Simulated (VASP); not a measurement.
Output of a VASP run:

OUTCAR:
```
 ion  position               nearest neighbor table
   1  0.000  0.000  0.000-   2 3.11   2 3.11   2 3.11   2 3.11   2 3.11   2 3.11
   2  0.500  0.500  0.500-   1 3.11   1 3.11   1 3.11   1 3.11   1 3.11   1 3.11
  LATTYP: Found a face centered cubic cell.
 ALAT       =     6.2225867262
 Subroutine PRICEL returns:
 Original cell was already a primitive cell.
 Subroutine GETGRP returns: Found 48 space group operations
The static configuration has the point symmetry O_h .
The dynamic configuration has the point symmetry O_h .
 Subroutine INISYM returns: Found 48 space group operations
 Subroutine IBZKPT returns following result:
 Found     20 irreducible k-points:

 Following reciprocal coordinates:
            Coordinates               Weight
  0.000000  0.000000  0.000000      1.000000
  0.142857  0.000000  0.000000      8.000000
  0.285714  0.000000  0.000000      8.000000
  0.428571  0.000000  0.000000      8.000000
  0.142857  0.142857  0.000000      6.000000
  0.285714  0.142857  0.000000     24.000000
  0.428571  0.142857  0.000000     24.000000
 -0.428571  0.142857  0.000000     24.000000
 -0.285714  0.142857  0.000000     24.000000
 -0.142857  0.142857  0.000000     12.000000
  0.285714  0.285714  0.000000      6.000000
  0.428571  0.285714  0.000000     24.000000
 -0.428571  0.285714  0.000000     24.000000
 -0.285714  0.285714  0.000000     12.000000
  0.428571  0.428571  0.000000      6.000000
 -0.428571  0.428571  0.000000     12.000000
  0.428571  0.285714  0.142857     24.000000
 -0.428571  0.285714  0.142857     48.000000
 -0.428571  0.428571  0.142857     24.000000
 -0.285714  0.428571  0.142857     24.000000
   k-points           NKPTS =     20   k-points in BZ     NKDIM =     20   number of bands    NBANDS=     12
   number of dos      NEDOS =    301   number of ions     NIONS =      2
   total plane-waves  NPLWV =  46656
   dimension x,y,z NGX =    36 NGY =   36 NGZ =   36
   dimension x,y,z NGXF=    72 NGYF=   72 NGZF=   72
   ions per type =               1   1
   PREC   = accura    normal or accurate (medium, high low for compatibility)
   ISTART =      0    job   : 0-new  1-cont  2-samecut
   ICHARG =      2    charge: 1-file 2-atom 10-const
   ISPIN  =      1    spin polarized calculation?
   LNONCOLLINEAR =      F non collinear calculations
   LSORBIT =      F    spin-orbit coupling
   INIWAV =      1    electr: 0-lowe 1-rand  2-diag
   ENCUT  =  520.0 eV  38.22 Ry    6.18 a.u.   8.18  8.18  8.18*2*pi/ulx,y,z
   NELM   =    100;   NELMIN=  2; NELMDL= -5     # of ELM steps
   EDIFF  = 0.1E-06   stopping-criterion for ELM
   LREAL  =      F    real-space projection
   NLSPLINE    = F    spline interpolate recip. space projectors
   LMAXMIX     =    2 max onsite mixed and CHGCAR
   VOSKOWN=      0    Vosko Wilk Nusair interpolation
   EDIFFG = 0.1E-05   stopping-criterion for IOM
   NSW    =      0    number of steps for IOM
   NBLOCK =      1;   KBLOCK =      1    inner block; outer block
   IBRION =     -1    ionic relax: 0-MD 1-quasi-New 2-CG
   NFREE  =      0    steps in history (QN), initial steepest desc. (CG)
   ISIF   =      2    stress and relaxation
   ISYM   =      2    0-nonsym 1-usesym 2-fastsym
   TEIN   =    0.0    initial temperature
   TEBEG  =    0.0;   TEEND  =   0.0 temperature during run
   SMASS  =  -3.00    Nose mass-parameter (am)
   PSTRESS=    0.0 pullay stress
   NELECT =      16.0000    total number of electrons
   EFERMI =   0.00;   METHOD = LEGACY
   ISMEAR =     0;   SIGMA  =   0.05  broadening in eV -4-tet -1-fermi 0-gaus
   IALGO  =     38    algorithm
   LDIAG  =      T    sub-space diagonalisation (order eigenvalues)
   IMIX   =      4    mixing-type and parameters
     AMIX     =   0.40;   BMIX     =  1.00
     AMIX_MAG =   1.60;   BMIX_MAG =  1.00
     AMIN     =   0.10
   GGA     = AM    functional components
   VOSKOWN =     0    Vosko Wilk Nusair interpolation
   LHFCALC =     F    Hartree Fock is set to
   LHFONE  =     F    Hartree Fock one center treatment
...
```

### OSZICAR
```
       N       E                     dE             d eps       ncg     rms          rms(c)
DAV:   1     0.105540487377E+03    0.10554E+03   -0.73165E+03   480   0.119E+03
DAV:   2    -0.409941616970E+00   -0.10595E+03   -0.98364E+02   564   0.280E+02
DAV:   3    -0.671063750762E+01   -0.63007E+01   -0.62624E+01   628   0.640E+01
DAV:   4    -0.692829840837E+01   -0.21766E+00   -0.21747E+00   856   0.112E+01
DAV:   5    -0.692941617393E+01   -0.11178E-02   -0.11177E-02   624   0.790E-01    0.341E+00
DAV:   6    -0.668392938856E+01    0.24549E+00   -0.48999E-01   580   0.409E+00    0.279E+00
DAV:   7    -0.667960786111E+01    0.43215E-02   -0.12790E-01   608   0.228E+00    0.160E+00
DAV:   8    -0.669619342519E+01   -0.16586E-01   -0.24748E-02   584   0.133E+00    0.197E-01
DAV:   9    -0.669718255765E+01   -0.98913E-03   -0.13812E-03   632   0.262E-01    0.108E-01
DAV:  10    -0.669819574681E+01   -0.10132E-02   -0.11854E-03   536   0.261E-01    0.214E-02
DAV:  11    -0.669822535368E+01   -0.29607E-04   -0.41978E-05   676   0.477E-02    0.134E-02
DAV:  12    -0.669823431400E+01   -0.89603E-05   -0.13369E-05   572   0.263E-02    0.529E-03
DAV:  13    -0.669823522403E+01   -0.91003E-06   -0.20639E-06   588   0.111E-02    0.185E-03
DAV:  14    -0.669823534565E+01   -0.12162E-06   -0.15420E-07   592   0.317E-03    0.617E-04
DAV:  15    -0.669823539484E+01   -0.49189E-07   -0.16397E-08   444   0.966E-04
   1 F= -.66982354E+01 E0= -.66982354E+01  d E =-.675504E-13
```

File OUTCAR:
```
------------------------ aborting loop because EDIFF is reached ----------------------------------------
  FORCE on cell =-STRESS in cart. coord.  units (eV):
  Direction    XX          YY          ZZ          XY          YZ          ZX
  --------------------------------------------------------------------------------------
  Total        0.4236744      0.4236744      0.4236744      0.0000000      0.0000000      0.0000000
  in kB       11.2691182     11.2691182     11.2691182      0.0000000      0.0000000      0.0000000
  external PRESSURE =      11.2691182 kB  Pullay stress =       0.0000000 kB
  volume of cell :       60.24
      direct lattice vectors                 reciprocal lattice vectors
     0.000000000  3.111293363  3.111293363    -0.160704871  0.160704871  0.160704871
     3.111293363  0.000000000  3.111293363     0.160704871 -0.160704871  0.160704871
     3.111293363  3.111293363  0.000000000     0.160704871  0.160704871 -0.160704871
  FREE ENERGIE OF THE ION-ELECTRON SYSTEM (eV)
  ---------------------------------------------------
  free  energy   TOTEN  =        -6.6982353948 eV

  energy  without entropy=       -6.6982353948  energy(sigma->0) =       -6.69823539
```
(Selected blocks of OUTCAR.)

**POSCAR**
```
KCl
1
    0.0000000000     3.1112933631     3.1112933631
    3.1112933631     0.0000000000     3.1112933631
    3.1112933631     3.1112933631     0.0000000000
K Cl
1 1
Direct
  0.0000000000   0.0000000000   0.0000000000
  0.5000000000   0.5000000000   0.5000000000
```

**Question.** Reconstruct the remaining input files.

**Answer.** This is not unique; one that fits is the input of the run itself, AM05 GGA, plane waves, VASP's PBE PAW potentials (set 64).

### INCAR
```
SYSTEM = KCl
PREC = Accurate; ENCUT = 520; LREAL = .FALSE.
LASPH = .TRUE.
EDIFF = 1E-7; NELM = 100; ALGO = Normal
ISMEAR = 0; SIGMA = 0.05
GGA = AM
ISIF = 2
LWAVE = .FALSE.; LCHARG = .FALSE.
```

File KPOINTS:
```
K-points
0
gamma
  7 7 7
```

POTCAR, in this order: K_sv Cl (PBE.64 set). Program: vasp_std.

The compound is KCl in the rock salt structure. This cell is one point of a volume scan, at 0.94 of the reference volume.
